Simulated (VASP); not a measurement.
```xyz
3
Lattice="3.6900 0.0000 0.0000 -1.8450 3.1956 0.0000 0.0000 0.0000 19.8120" Properties=species:S:1:pos:R:3 pbc="T T T"
S      1.8450     1.0652     8.3816
S      0.0000     2.1304    11.4304
Zr     0.0000     0.0000     9.9060
```

Computed with r2SCAN meta-GGA, VASP's PBE PAW potentials (set 64) (plane waves; VASP). Settings: PREC = Normal, EDIFF = 1E-5, 400 eV cut-off, 12×12×1 Γ-centred mesh, Gaussian smearing of 0.050 eV, potentials S Zr_sv.

### Question
The ions and cell shape at fixed volume are relaxed. What does this cell relax into?

### Answer

```xyz
3
Lattice="3.6923 0.0000 0.0000 -1.8461 3.1976 0.0000 0.0000 0.0000 19.7874" Properties=species:S:1:pos:R:3 pbc="T T T"
S      1.8461     1.0659     8.4590
S      0.0000     2.1317    11.3284
Zr     0.0000     0.0000     9.8937
```

### Question
How much energy does the relaxation gain?

### Answer
The energy (σ→0) changes by -29.8 meV/atom, in 7 ionic steps.

The cell is a sheet with vacuum, built from ZrS2 (1T layered).
